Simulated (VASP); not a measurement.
Crystal: SrZr2O3.

```
CELL_PARAMETERS angstrom
3.19437 1.84427 2.98498
-3.19437 1.84427 2.98498
0.00000 -3.68855 2.98498
ATOMIC_POSITIONS crystal
Sr 0.00000 0.00000 0.00000
Zr 0.69134 0.69134 0.69134
Zr 0.30866 0.30866 0.30866
O 0.00000 0.00000 0.50000
O 0.50000 0.00000 0.00000
O 0.00000 0.50000 0.00000
```

The cell was built by a generator and needn't be a form met in nature.

| Item | Value |
| --- | --- |
| Program | VASP 6.6.1 |
| Task | relaxation of cell and atoms |
| Functional | PBE |
| Potentials or basis | VASP PAW PBE potentials, release 64 (Sr_sv, Zr_sv, O) |
| Cutoff | 520 eV |
| k mesh | 3 × 3 × 3 |
| Occupations | gaussian, width 0.15 eV |
| Spin | no spin polarisation |

At the start: pressure -0.1 GPa; volume 17.59 Å³/atom.

Question: Where does the relaxation end?

Answer: Over 24 steps the energy falls by 316.2 meV/atom and the volume is 21.25 Å³/atom (+20.8 %); space group R-3m (No. 166, to 0.05 Å).

Step by step:
```csv
step,energy change (eV),largest force (eV/Å),pressure (GPa),volume (Å³)
1,0.0000,0.5171,-0.09,105.51
2,-0.3647,0.7579,-0.67,105.16
3,-0.5315,1.1640,-0.93,104.07
4,-0.5541,1.3345,-0.97,103.64
5,-0.5569,1.7534,-0.81,102.61
6,-0.5653,1.4382,-0.94,103.35
7,-0.7453,0.3655,6.05,101.16
8,-0.7478,0.2780,6.90,100.95
9,-0.8420,0.3283,6.92,102.22
10,-1.1544,0.4061,7.62,106.05
11,-1.5483,1.2486,10.91,113.72
12,-1.7259,0.9805,6.99,118.75
13,-1.7945,0.8059,3.07,124.56
14,-1.8350,0.4672,2.24,124.62
15,-1.8759,0.1812,0.47,124.74
16,-1.8770,0.2665,0.22,124.75
17,-1.8818,0.2067,0.47,124.89
18,-1.8916,0.0817,0.57,125.30
19,-1.8887,0.2081,1.08,126.09
20,-1.8944,0.0334,0.75,125.62
21,-1.8964,0.1214,-0.02,126.73
22,-1.8965,0.1137,-0.05,126.76
23,-1.8969,0.0836,-0.08,127.00
24,-1.8971,0.0196,-0.27,127.49
```

Final structure:
```xyz
6
Lattice="3.0322 1.7507 4.0027 -3.0322 1.7507 4.0027 0.0000 -3.5013 4.0027" Properties=species:S:1:pos:R:3 pbc="T T T"
Sr    0.0000    0.0000    0.0000
Zr    0.0000    0.0000    9.0269
Zr    0.0000    0.0000    2.9812
O     0.0000   -1.7507    2.0014
O     1.5161    0.8753    2.0014
O    -1.5161    0.8753    2.0014
```

Caveat: the k mesh is coarse (spacing up to 0.44 Å⁻¹), so the values aren't converged; the volume moved by over 15 % at a fixed basis, so the end points are rough.
